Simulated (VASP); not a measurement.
Method: SCAN meta-GGA, VASP's PBE PAW potentials (set 64) (plane waves; VASP).

A VASP calculation is set up with these files.

**INCAR**
```
ALGO  =  Normal
EDIFF  =  1E-7
EDIFFG  =  -0.01
ENCUT  =  520
IBRION  =  2
ISIF  =  4
ISMEAR  =  0
LASPH  =  .TRUE.
LCHARG  =  .FALSE.
LMAXMIX  =  4
LMIXTAU  =  .TRUE.
LREAL  =  .FALSE.
LWAVE  =  .FALSE.
METAGGA  =  SCAN
NELM  =  100
NSW  =  30
PREC  =  Accurate
SIGMA  =  0.05
SYSTEM  =  Bi
```

**POSCAR**
```
Bi
1
    4.0429792800    -2.2496238825    -0.0253747348
    4.0429792800     2.2496238825    -0.0253747348
    2.8144344666     0.0000000000     3.6723414350
Bi
2
Direct
  0.2359195488   0.2359195488   0.2359195488
  0.7640804512   0.7640804512   0.7640804512
```

KPOINTS:
```
Regular mesh
0
G
  7 7 7
0 0 0
```

POTCAR, in this order: Bi_d (PBE.64 set). Program: vasp_std.

The run wrote:

OSZICAR:
```
...
DAV:  25    -0.157158366670E+03   -0.27596E-02   -0.36268E-03  1717   0.602E-01    0.163E-01
DAV:  26    -0.157156040552E+03    0.23261E-02   -0.13472E-03  1684   0.301E-01    0.151E-01
DAV:  27    -0.157154817319E+03    0.12232E-02   -0.30413E-03  1687   0.486E-01    0.124E-01
DAV:  28    -0.157153082536E+03    0.17348E-02   -0.11033E-03  1690   0.361E-01    0.957E-02
DAV:  29    -0.157153121379E+03   -0.38843E-04   -0.25163E-04  1705   0.154E-01    0.882E-02
DAV:  30    -0.157152651203E+03    0.47018E-03   -0.10091E-04  1708   0.102E-01    0.789E-02
DAV:  31    -0.157151522108E+03    0.11291E-02   -0.63400E-04  1684   0.283E-01    0.589E-02
DAV:  32    -0.157150536156E+03    0.98595E-03   -0.94073E-04  1715   0.331E-01    0.330E-02
DAV:  33    -0.157150033395E+03    0.50276E-03   -0.64881E-04  1678   0.283E-01    0.234E-02
DAV:  34    -0.157150071433E+03   -0.38038E-04   -0.12462E-04  1708   0.939E-02    0.291E-02
DAV:  35    -0.157150106575E+03   -0.35143E-04   -0.15847E-05  1815   0.355E-02    0.299E-02
DAV:  36    -0.157150105540E+03    0.10355E-05   -0.37952E-05  1672   0.613E-02    0.276E-02
DAV:  37    -0.157149990183E+03    0.11536E-03   -0.27129E-04  1672   0.134E-01    0.139E-02
DAV:  38    -0.157149955044E+03    0.35139E-04   -0.17597E-04  1672   0.133E-01    0.600E-03
DAV:  39    -0.157149947103E+03    0.79411E-05   -0.34460E-05  1705   0.454E-02    0.439E-03
DAV:  40    -0.157149948807E+03   -0.17042E-05   -0.84091E-06  1708   0.298E-02    0.244E-03
DAV:  41    -0.157149953023E+03   -0.42159E-05   -0.40960E-06  1684   0.211E-02    0.268E-03
DAV:  42    -0.157149952968E+03    0.54191E-07   -0.52588E-06  1678   0.223E-02    0.155E-03
DAV:  43    -0.157149956227E+03   -0.32581E-05   -0.11569E-05  1684   0.378E-02    0.181E-03
DAV:  44    -0.157149953240E+03    0.29866E-05   -0.44975E-06  1672   0.182E-02    0.837E-04
DAV:  45    -0.157149952913E+03    0.32743E-06   -0.93736E-07  1352   0.110E-02    0.633E-04
DAV:  46    -0.157149953428E+03   -0.51583E-06   -0.70057E-07  1326   0.792E-03    0.357E-04
DAV:  47    -0.157149953120E+03    0.30807E-06   -0.11610E-06  1672   0.103E-02    0.500E-04
DAV:  48    -0.157149953313E+03   -0.19225E-06   -0.23590E-07  1347   0.515E-03    0.260E-04
DAV:  49    -0.157149953308E+03    0.47298E-08   -0.25730E-07  1326   0.435E-03
   1 F= -.15714995E+03 E0= -.15714995E+03  d E =-.157150E+03
       N       E                     dE             d eps       ncg     rms          rms(c)
DAV:   1    -0.157159082133E+03   -0.91288E-02   -0.58637E-01  1750   0.576E+00    0.112E-01
DAV:   2    -0.157154740130E+03    0.43420E-02   -0.70004E-02  1672   0.330E+00    0.890E-02
DAV:   3    -0.157151742652E+03    0.29975E-02   -0.13635E-02  1672   0.124E+00    0.526E-02
DAV:   4    -0.157152885996E+03   -0.11433E-02   -0.11359E-02  1672   0.103E+00    0.401E-02
DAV:   5    -0.157151343262E+03    0.15427E-02   -0.10570E-02  1672   0.925E-01    0.184E-02
DAV:   6    -0.157151226664E+03    0.11660E-03   -0.73820E-04  1684   0.298E-01    0.982E-03
DAV:   7    -0.157151201367E+03    0.25298E-04   -0.31378E-04  1684   0.234E-01    0.534E-03
DAV:   8    -0.157151162916E+03    0.38451E-04   -0.26656E-04  1672   0.177E-01    0.336E-03
DAV:   9    -0.157151150582E+03    0.12334E-04   -0.68037E-05  1672   0.738E-02    0.247E-03
DAV:  10    -0.157151149724E+03    0.85775E-06   -0.19634E-06  1798   0.133E-02    0.183E-03
DAV:  11    -0.157151149572E+03    0.15200E-06   -0.20552E-06  1672   0.179E-02    0.111E-03
DAV:  12    -0.157151149588E+03   -0.15819E-07   -0.28958E-06  1672   0.185E-02    0.413E-04
DAV:  13    -0.157151149484E+03    0.10424E-06   -0.40136E-07  1356   0.698E-03    0.431E-04
DAV:  14    -0.157151149463E+03    0.20887E-07   -0.33816E-08   857   0.178E-03
   2 F= -.15715115E+03 E0= -.15715115E+03  d E =-.119615E-02
       N       E                     dE             d eps       ncg     rms          rms(c)
DAV:   1    -0.157171273622E+03   -0.20124E-01   -0.18125E+00  1774   0.100E+01    0.191E-01
DAV:   2    -0.157161251756E+03    0.10022E-01   -0.18230E-01  1696   0.532E+00    0.150E-01
DAV:   3    -0.157153524804E+03    0.77270E-02   -0.37497E-02  1672   0.206E+00    0.905E-02
DAV:   4    -0.157156906676E+03   -0.33819E-02   -0.33174E-02  1672   0.175E+00    0.688E-02
DAV:   5    -0.157152514938E+03    0.43917E-02   -0.31532E-02  1672   0.159E+00    0.327E-02
DAV:   6    -0.157152219651E+03    0.29529E-03   -0.19161E-03  1696   0.480E-01    0.179E-02
DAV:   7    -0.157152131387E+03    0.88264E-04   -0.11070E-03  1678   0.443E-01    0.772E-03
DAV:   8    -0.157152031139E+03    0.10025E-03   -0.91133E-04  1672   0.335E-01    0.612E-03
DAV:   9    -0.157151984769E+03    0.46369E-04   -0.18983E-04  1678   0.125E-01    0.425E-03
DAV:  10    -0.157151982705E+03    0.20642E-05   -0.61067E-06  1801   0.249E-02    0.322E-03
DAV:  11    -0.157151982082E+03    0.62359E-06   -0.73902E-06  1678   0.320E-02    0.180E-03
DAV:  12    -0.157151981546E+03    0.53606E-06   -0.95231E-06  1672   0.335E-02    0.835E-04
DAV:  13    -0.157151980740E+03    0.80557E-06   -0.14761E-06  1690   0.121E-02    0.922E-04
DAV:  14    -0.157151980361E+03    0.37906E-06   -0.67364E-08  1037   0.248E-03    0.887E-04
DAV:  15    -0.157151978742E+03    0.16186E-05   -0.65589E-08   887   0.321E-03    0.573E-04
DAV:  16    -0.157151977242E+03    0.15002E-05   -0.46481E-07  1320   0.658E-03    0.211E-04
DAV:  17    -0.157151976673E+03    0.56932E-06   -0.87421E-08   962   0.311E-03    0.106E-04
DAV:  18    -0.157151976710E+03   -0.37327E-07   -0.15063E-08   836   0.149E-03
   3 F= -.15715198E+03 E0= -.15715198E+03  d E =-.202340E-02
       N       E                     dE             d eps       ncg     rms          rms(c)
DAV:   1    -0.157152255535E+03   -0.27886E-03   -0.15510E-02  1723   0.950E-01    0.194E-02
DAV:   2    -0.157152100989E+03    0.15455E-03   -0.22707E-03  1672   0.586E-01    0.155E-02
DAV:   3    -0.157152001101E+03    0.99888E-04   -0.41776E-04  1672   0.214E-01    0.898E-03
DAV:   4    -0.157152036336E+03   -0.35235E-04   -0.35250E-04  1672   0.176E-01    0.752E-03
DAV:   5    -0.157151985173E+03    0.51163E-04   -0.26548E-04  1672   0.141E-01    0.269E-03
DAV:   6    -0.157151981347E+03    0.38256E-05   -0.22104E-05  1678   0.594E-02    0.184E-03
DAV:   7    -0.157151979448E+03    0.18995E-05   -0.79637E-06  1678   0.365E-02    0.110E-03
DAV:   8    -0.157151977332E+03    0.21159E-05   -0.60248E-06  1684   0.265E-02    0.510E-04
DAV:   9    -0.157151976441E+03    0.89103E-06   -0.18328E-06  1675   0.123E-02    0.451E-04
DAV:  10    -0.157151976380E+03    0.61241E-07   -0.60089E-08   956   0.237E-03
   4 F= -.15715198E+03 E0= -.15715198E+03  d E =-.202307E-02
       N       E                     dE             d eps       ncg     rms          rms(c)
DAV:   1    -0.157152789885E+03   -0.81344E-03   -0.42322E-02  1804   0.178E+00    0.149E-01
DAV:   2    -0.157153758265E+03   -0.96838E-03   -0.47543E-03  1982   0.908E-01    0.107E-01
DAV:   3    -0.157158852759E+03   -0.50945E-02   -0.45182E-02  1672   0.199E+00    0.127E-01
DAV:   4    -0.157153128021E+03    0.57247E-02   -0.93719E-03  1672   0.895E-01    0.599E-02
DAV:   5    -0.157152455507E+03    0.67251E-03   -0.10785E-03  1672   0.303E-01    0.326E-02
DAV:   6    -0.157152158196E+03    0.29731E-03   -0.59391E-04  1690   0.224E-01    0.145E-02
DAV:   7    -0.157152070623E+03    0.87574E-04   -0.17227E-04  1690   0.122E-01    0.500E-03
DAV:   8    -0.157152067209E+03    0.34137E-05   -0.21681E-05  1775   0.506E-02    0.343E-03
DAV:   9    -0.157152066868E+03    0.34164E-06   -0.48699E-06  1684   0.244E-02    0.269E-03
DAV:  10    -0.157152066835E+03    0.32308E-07   -0.51316E-06  1678   0.211E-02    0.801E-04
DAV:  11    -0.157152067876E+03   -0.10410E-05   -0.21784E-06  1696   0.144E-02    0.605E-04
DAV:  12    -0.157152067246E+03    0.63076E-06   -0.48185E-07  1390   0.716E-03    0.189E-04
DAV:  13    -0.157152066875E+03    0.37080E-06   -0.29151E-07  1332   0.576E-03    0.264E-04
DAV:  14    -0.157152066944E+03   -0.69400E-07   -0.65562E-08   860   0.277E-03
   5 F= -.15715207E+03 E0= -.15715207E+03  d E =-.905644E-04
```

**OUTCAR**
```
------------------------ aborting loop because EDIFF is reached ----------------------------------------
  FORCE on cell =-STRESS in cart. coord.  units (eV):
  Direction    XX          YY          ZZ          XY          YZ          ZX
  --------------------------------------------------------------------------------------
  Total        0.5291389      0.5567919      0.5537395      0.0000000      0.0000000     -0.0091876
  in kB       12.6302471     13.2903081     13.2174499      0.0000000      0.0000000     -0.2193036
  external PRESSURE =      13.0460017 kB  Pullay stress =       0.0000000 kB
  volume of cell :       67.12
      direct lattice vectors                 reciprocal lattice vectors
     4.026084719 -2.255188049 -0.034373037     0.123388541 -0.221711001 -0.093889845
     4.026084719  2.255188049 -0.034373037     0.123388541  0.221711001 -0.093889845
     2.794501214  0.000000000  3.672489052     0.002309735  0.000000000  0.270537346
 POSITION                                       TOTAL-FORCE (eV/Angst)
 -----------------------------------------------------------------------------------
      2.57547      0.00000      0.85569        -0.002007      0.000000     -0.000667
      8.27120      0.00000      2.74806         0.002007      0.000000      0.000667
 -----------------------------------------------------------------------------------
    total drift:                                0.000000      0.000000      0.000000
  FREE ENERGIE OF THE ION-ELECTRON SYSTEM (eV)
  ---------------------------------------------------
  free  energy   TOTEN  =      -157.1520669441 eV

  energy  without entropy=     -157.1520669441  energy(sigma->0) =     -157.15206694

 reached required accuracy - stopping structural energy minimisation
```
(Selected blocks of OUTCAR.)

### CONTCAR
```
Bi
   1.00000000000000
     4.0260847193828964   -2.2551880491534915   -0.0343730370396533
     4.0260847193828964    2.2551880491534915   -0.0343730370396533
     2.7945012142843488    0.0000000000000000    3.6724890517737721
  Bi
     2
Direct
     0.2374434339821979    0.2374434339821979    0.2374434339869384
     0.7625565660178020    0.7625565660178020    0.7625565660130615
```

The compound is Bi in the a7 structure. This cell is one point of a volume scan, at 0.97 of the reference volume. Symmetry was kept, so distortions that lower it aren't found.
